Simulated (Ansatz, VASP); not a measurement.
# Cross-check of PbF2 (1T-PbF2 bilayer, AA) between VASP and Ansatz

Aim: how closely do two programs agree when they are given the same cell, functional and k mesh? The structure shown is the end of the Ansatz relaxation below.

Main program and level: Ansatz 0.2.0; plane waves, with VASP 6.6.1 beside it; single point at PBE with D3(BJ).

### Step 1. The starting structure

The cell holds 6 atoms: 4 F and 2 Pb. Cell: a = 3.959 Å, b = 3.959 Å, c = 45.815 Å, α = 90.0°, β = 90.0°, γ = 120.0°. Vacuum lies along c.

As a file:

```cif
data_structure
_symmetry_space_group_name_H-M 'P 1'
_symmetry_Int_Tables_number 1
_cell_length_a 3.9591
_cell_length_b 3.9591
_cell_length_c 45.8147
_cell_angle_alpha 90.000
_cell_angle_beta 90.000
_cell_angle_gamma 120.000
_cell_volume 621.90
loop_
_atom_site_label
_atom_site_type_symbol
_atom_site_fract_x
_atom_site_fract_y
_atom_site_fract_z
_atom_site_occupancy
F1 F 0.66667 0.33333 0.43162 1
F2 F 0.33333 0.66667 0.47582 1
F3 F 0.66667 0.33333 0.52418 1
F4 F 0.33333 0.66667 0.56838 1
Pb5 Pb 0.00000 0.00000 0.45373 1
Pb6 Pb 0.00000 0.00000 0.54627 1
```

### Step 2. Ansatz: relaxation, PBE with D3(BJ)

Ansatz runs on its default PAW (the set named soft_2) files.

This run makes the geometry at which the two programs are then compared.

Input file input.yaml:

```yaml
crystal:
  lattice:
    - [2.749142, 0.0, 0.0]
    - [-1.374571, 2.3808268106, 0.0]
    - [0.0, 0.0, 45.8146892531]
  atoms:
    - { symbol: F, position: [0.6666666667, 0.3333333333, 0.4190795641] }
    - { symbol: Pb, position: [0.0, 0.0, 0.4448065161] }
    - { symbol: F, position: [0.3333333333, 0.6666666667, 0.4705334682] }
    - { symbol: F, position: [0.6666666667, 0.3333333333, 0.5294665318] }
    - { symbol: Pb, position: [0.0, 0.0, 0.5551934839] }
    - { symbol: F, position: [0.3333333333, 0.6666666667, 0.5809204359] }
  periodic: [true, true, false]
kpoints:
  mp_grid: { grid: [12, 12, 1] }
hamiltonian:
  xc: pbe
  dispersion: d3bj
scf:
  occupations: { method: fermi_dirac, width: 0.05 }
  convergence: { dr2_threshold: 1.0e-09 }
relax:
  f_tol: 0.004
  max_steps: 90
  cell: {}
output:
  write_potential: true
  write_density: true
  volumetric_format: npy
```

On the command line:

```
$ ansatz run input.yaml --threads 4 --pin off --max-ram 6144MiB --backend cpu --events-out ev --progress --plain --runs-dir out
```

Numbers of over 12 decimals in the logs are rounded to 6 here.

The log of the run:

```text
Warning: relax.cell: scf.convergence.dr2_threshold = 1e-9 eV is looser than the 1.97842591385e-10 eV advised for a relaxation that steers and ends on the stress (1e-10 eV for each atom of the cell: 6, times the square of relax.cell.stress_2d_tol = 0.05 N/m over 17.4 Å (the atoms' height at the walk's start and 5 Å past either face), 2.871e-2 GPa, over a crystal's default 0.05). What an SCF threshold leaves in a stress goes as its square root, and in the free energy as the threshold itself, and one threshold admits the most on a small cell: [figures from the program's tests cut] Set scf.convergence.dr2_threshold to 1.97842591385e-10 eV or tighter. [rest of the remark cut]
Engine: ansatz 0.2.0, x86_64-unknown-linux-gnu
Pseudopotentials: kind: paw
Pseudopotential: F, paw, valence charge 7, recommended cutoff 420 eV (normal), F.paw.azcp
Pseudopotential: Pb, paw, valence charge 14, recommended cutoff 420 eV (normal), Pb.paw.azcp
Functional definition: PBE
  parameter kappa = 0.804
  parameter beta = 0.066725
  exchange = pbe_x(kappa = kappa, mu = beta*pi^2/3)
  correlation = pbe_c(beta = beta)
Crystal: 6 atoms, lattice volume = 299.868 Å³
Basis set: ecut = 420 eV, 5883 PW (Γ), exchange–correlation on 40×40×640 points (8 copies of the dense FFT grid, shifted against one another)
Bands: 34, of which v1, the nominal top of the filled ones, is band 28 counted from 1 (27 counted from 0)
Symmetry: 12 space group operations
Space group: P-3m1 (ITA 164), of the structure as read, at distance tolerance 6.7e-5 Å
k-points: 19 of 144
Non-local potential: F, projectors of the file, l = 0: 2, l = 1: 2, l = 2: 1
Non-local potential: Pb, projectors of the file, l = 0: 2, l = 1: 2, l = 2: 2, l = 3: 2
PAW form: soft (Blöchl's): semilocal exchange-correlation on the pseudo side does not see the compensation charge
PAW one-centre angular grid: F, 110 points (default); XC on 64 Gauss nodes
PAW one-centre angular grid: Pb, 590 points (default); XC on 64 Gauss nodes
Initial density: superposition of atomic densities (neutral atoms: chi_scale 0, normalization atom), corrected by the library's trained network
Initial wavefunctions: pseudopotential atomic-orbital guess
Functional: x = pbe(κ = 0.804, μ = 0.219515), c = pbe(β = 0.066725)
SCF iter   1: F=—  HF=-27025.567422 eV  |F-HF|=—  |Δ(HF+E_count)|=         —  Δρ=1.33e-2  dr2=3.62e-1  ethr=1.77e-3  ⟨swp⟩=25.6  Hψ=7554  notcnv=0
preconditioner: auto → LDOS  [metal: Δε(μ)=0.040 eV  Ē_g=19.871 eV  σ=0.050 eV  W_gap=0.19  n_scr=30 (ndim 8)  ℏωp=16.0 eV  f_vac=0.777  D(μ)=0.64/eV (n_scr^D=8)  β→1.0]
SCF iter   2: F=—  HF=-27025.552085 eV  |F-HF|=—  |Δ(HF+E_count)|=   1.53e-2  Δρ=1.04e-2  dr2=2.41e-1  ethr=6.46e-4  ⟨swp⟩=6.6  Hψ=2253  notcnv=0  defer=25
SCF iter   3: F=—  HF=-27025.485156 eV  |F-HF|=—  |Δ(HF+E_count)|=   6.69e-2  Δρ=9.70e-4  dr2=6.16e-3  ethr=4.31e-4  ⟨swp⟩=6.4  Hψ=1997  notcnv=0  defer=25
SCF iter   4: F=—  HF=-27025.484271 eV  |F-HF|=—  |Δ(HF+E_count)|=   8.84e-4  Δρ=5.81e-4  dr2=8.33e-4  ethr=1.10e-5  ⟨swp⟩=4.0  Hψ=1964  notcnv=0  defer=25
SCF iter   5: F=—  HF=-27025.484136 eV  |F-HF|=—  |Δ(HF+E_count)|=   1.35e-4  Δρ=1.12e-4  dr2=2.66e-5  ethr=1.49e-6  ⟨swp⟩=3.5  Hψ=1576  notcnv=0  defer=25
SCF iter   6: F=—  HF=-27025.484148 eV  |F-HF|=—  |Δ(HF+E_count)|=   1.23e-5  Δρ=2.49e-5  dr2=9.59e-7  ethr=4.74e-8  ⟨swp⟩=4.4  Hψ=2004  notcnv=0  defer=25
SCF iter   7: F=—  HF=-27025.484223 eV  |F-HF|=—  |Δ(HF+E_count)|=   7.44e-5  Δρ=9.76e-6  dr2=1.52e-7  ethr=1.71e-9  ⟨swp⟩=3.6  Hψ=1768  notcnv=0  defer=25
SCF iter   8: F=—  HF=-27025.484223 eV  |F-HF|=—  |Δ(HF+E_count)|=   6.85e-8  Δρ=2.52e-6  dr2=1.09e-8  ethr=2.71e-10  ⟨swp⟩=3.7  Hψ=1556  notcnv=0  defer=25
SCF iter   9: F=—  HF=-27025.484223 eV  |F-HF|=—  |Δ(HF+E_count)|=   2.87e-8  Δρ=1.09e-6  dr2=1.88e-9  ethr=1.79e-12  ⟨swp⟩=17.8  Hψ=7776  notcnv=0
SCF iter  10: F=-27025.484223 eV  HF=-27025.484223 eV  |F-HF|=6.48e-10  |Δ(HF+E_count)|=   1.72e-9  Δρ=2.41e-7  dr2=1.08e-10  ethr=1.79e-12  ⟨swp⟩=14.4  Hψ=6351  notcnv=0
SCF 1 converged in 10 iterations: F = -27025.484223 eV  dr2 = 1.08e-10
  greatest PAW one-centre occupation: 0.994 electrons in one spin orbital (limit 2), on the Pb atom at site 4 (counted from 0), in its partial waves of l = 2
[...]
SCF iter   7: F=—  HF=-27049.184347 eV  |F-HF|=—  |Δ(HF+E_count)|=   1.91e-9  Δρ=9.79e-7  dr2=4.71e-9  ethr=1.79e-12  ⟨swp⟩=11.1  Hψ=5129  notcnv=0
SCF iter   8: F=-27049.184347 eV  HF=-27049.184347 eV  |F-HF|=9.82e-11  |Δ(HF+E_count)|=  6.84e-10  Δρ=1.98e-7  dr2=1.80e-10  ethr=1.79e-12  ⟨swp⟩=7.8  Hψ=4424  notcnv=0
SCF 27 converged in 8 iterations: F = -27049.184347 eV  dr2 = 1.80e-10
relax step  27: F+E_penalty+E_count = -27049.18434715 eV  Δ(F+E_penalty+E_count) = +9.214e-4 eV  max|allowed force component| = 8.857e-5 eV/Å  Δτ_max = 0.0067 Å  P = -0.000 N/m  Ω = 621.901 Å³  energy of the carried Pulay correction = -4.947e-3 eV  fix = [c, alpha, beta]  reactions: c -0.000 N/m  (8 SCF iters, accepted)
iter 1 solved again at ethr=1.39e-7 eV; its pass at ethr=3.10e-3 eV (dr2=7.76e-5 eV) is discarded
SCF iter   1: F=—  HF=-27049.189203 eV  |F-HF|=—  |Δ(HF+E_count)|=         —  Δρ=6.78e-5  dr2=4.07e-6  ethr=1.39e-7  ⟨swp⟩=5.7  Hψ=6484  notcnv=0
preconditioner: auto → Resta (q_TF=auto, 1.827 Å⁻¹)  ε∞=1.5  [insulator: Δε(μ)=3.057 eV  Ē_g=15.553 eV  σ=0.050 eV  W_gap=1.00  n_scr=26 (ndim 8)  ℏωp=11.1 eV  f_vac=0.806  D(μ)=0.00/eV (n_scr^D=0)  ε∞_Penn≈1.5  vacuum switching on, ρ_ref=1.8e-2 e/Å³]
SCF iter   2: F=—  HF=-27049.189474 eV  |F-HF|=—  |Δ(HF+E_count)|=   2.71e-4  Δρ=2.97e-5  dr2=1.64e-6  ethr=7.27e-9  ⟨swp⟩=2.8  Hψ=1301  notcnv=0
SCF iter   3: F=—  HF=-27049.189557 eV  |F-HF|=—  |Δ(HF+E_count)|=   8.33e-5  Δρ=1.67e-5  dr2=3.23e-7  ethr=2.93e-9  ⟨swp⟩=2.9  Hψ=1044  notcnv=0
SCF iter   4: F=—  HF=-27049.189601 eV  |F-HF|=—  |Δ(HF+E_count)|=   4.33e-5  Δρ=1.22e-6  dr2=2.65e-9  ethr=5.77e-10  ⟨swp⟩=3.1  Hψ=1404  notcnv=0
SCF iter   5: F=—  HF=-27049.189601 eV  |F-HF|=—  |Δ(HF+E_count)|=   6.77e-7  Δρ=6.99e-7  dr2=3.17e-9  ethr=1.79e-12  ⟨swp⟩=17.8  Hψ=5936  notcnv=0
SCF iter   6: F=-27049.189601 eV  HF=-27049.189601 eV  |F-HF|=1.24e-9  |Δ(HF+E_count)|=   1.17e-9  Δρ=9.49e-8  dr2=5.54e-11  ethr=1.79e-12  ⟨swp⟩=7.2  Hψ=4253  notcnv=0
SCF 28 converged in 6 iterations: F = -27049.189601 eV  dr2 = 5.54e-11
relax step  28: F+E_penalty+E_count = -27049.18960124 eV  Δ(F+E_penalty+E_count) = -5.254e-3 eV  max|allowed force component| = 3.141e-4 eV/Å  Δτ_max = 0.0000 Å  P = +0.038 N/m  Ω = 621.901 Å³  fix = [c, alpha, beta]  reactions: c +0.000 N/m  stress off target by 3.80e-2 N/m on what of the cell is left free  SCF on the basis re-selected at this cell (its energy is not comparable with the rows above)  (6 SCF iters)
basis re-selected at this cell: Δ(F+E_penalty+E_count) = -5.254e-3 eV, ΔP = +0.038 N/m vs the last step (what re-selecting the basis moved, of the pressure what is left beyond the Pulay correction that the steps carried, after the strain that the cell walked since its last selection, with what the two solves' SCF thresholds leave and, on support functions, any second-order correction that the steps lacked; it is no m [...]
WARN: The output density's exchange-correlation potential varies sharply where the density is thin. Do not read a vacuum level from v_tot or v_xc, or from such a field of the output density. On a cell that repeats whose density bears no net charge and no dipole along the vacuum's axis use v_es (v_loc + v_h of the components); under efield.dipole_correction with no amplitude use v_es + v_field, which holds any externa [...]
SCF converged after 6 iterations
Free energy (F): -27049.189601 eV
Harris-Foulkes:  -27049.189601 eV  (|F-HF|=1.24e-9)
Internal energy: -27049.189601 eV  (E = F + TS)
E sigma→0 (E₀):  -27049.189601 eV
Fermi energy:    -5.404409 eV
--- Per-component energies (eV) ---
  E_band       = -928.954855
  E_kinetic    = 1394.847607
  E_local      = -189419.956154  (includes V_loc(G=0)·N_el)
  E_nonlocal   = 994.013117
  E_hartree    = 93847.542989
  E_xc         = -762.218200
  E_vxc        = -674.829961  (∫ρ·V_xc dr)
  E_paw        = -21604.022496  (= ΣΔE_a)
  E_vpaw       = -918.122435  (= ΣTr[D̂ρ^β])
  E_aug_tail   = 0.008221  (compensation charges beyond the density's cutoff)
  E_ewald      = 88501.218163
  E_disp       = -0.622849  (pairwise vdW)
  E_smearing   = -0.000000  (= −TS)
  E_closure    = 0.000000  (closes the sum)
  Σ components = -27049.189601   (vs F -27049.189601, Δ=0.00e0)
--- Forces (eV/Å), atoms counted from 1 ---
  atom   1  F      0.00000000    -0.00000000    -0.00031412
  atom   2  Pb     0.00000000     0.00000000    -0.00002647
  atom   3  F     -0.00000000     0.00000000     0.00020220
  atom   4  F      0.00000000    -0.00000000    -0.00020220
  atom   5  Pb     0.00000000    -0.00000000     0.00002647
  atom   6  F      0.00000000     0.00000000     0.00031412
  max |Σ_I F_I| component: 2.78e-17 eV/Å
--- 2D stress c σ (N/m, compression-positive) ---
        0.037958      -0.000000      -0.000000
       -0.000000       0.037958      -0.000000
       -0.000000      -0.000000       0.000000
  P = ½ c Tr σ = 0.0380 N/m
--- Band table (eV; the first three rows and the last of 19) ---
  k-point 0: bands = [... 24 lower, -9.1617, -8.7601, -8.5649, -8.0717, -3.9202, -2.9006, -0.2427 (-0.2435°), -0.1212 (-0.1252°), ... 2 higher]
  k-point 1: bands = [... 24 lower, -8.9912, -8.7323, -8.4552, -8.0415, -3.8242, -2.8041, -0.2511 (-0.2513°), -0.0592 (-0.0617°), ... 2 higher]
  k-point 2: bands = [... 24 lower, -8.8791, -8.6889, -8.1553, -7.9299, -3.5675, -2.5437, -0.7096 (-0.7096°), -0.2997 (-0.2997°), ... 2 higher]
  k-point 18: bands = [... 24 lower, -8.6632, -8.6632, -7.0459, -6.9770, -2.0909, -0.9922, -0.9922, -0.8824, ... 2 higher]
  ° read free of the cell's end (the report's vacuum.weakly_bound_levels)
--- Relaxed structure (24 steps of the walk, 24 accepted, 4 SCFs on fresh bases) ---
  F+E_penalty+E_count = -27049.18960124 eV   max|allowed force component| = 3.141e-4 eV/Å   (the final SCF, on the basis selected at the relaxed cell)
  cell:  # Å, volume = 621.9005 Å³
    - [3.959066, 0.0, 0]
    - [-1.979533, 3.428652, 0]
    - [0, 0, 45.8146892531]
  atoms:
    - { symbol: F, position: [0.666667, 0.333333, 0.431616] }
    - { symbol: Pb, position: [0, 0, 0.453734] }
    - { symbol: F, position: [0.333333, 0.666667, 0.475819] }
    - { symbol: F, position: [0.666667, 0.333333, 0.524181] }
    - { symbol: Pb, position: [0, 0, 0.546266] }
    - { symbol: F, position: [0.333333, 0.666667, 0.568384] }
```

(Continued in part 2 of 2.)

[Lines on the potential files, build, host, timing and source positions are cut from VASP's logs without a mark.]

[Logs are printed without paths, hosts, clocks, repeated set-up lines and the standing remarks that a program may print on its own settings, such as how far it seeks lower states.]

[Hosts, paths, dates, database ids (printed as entryN), source tags and the programs' standing remarks are cut or masked in the printed files.]
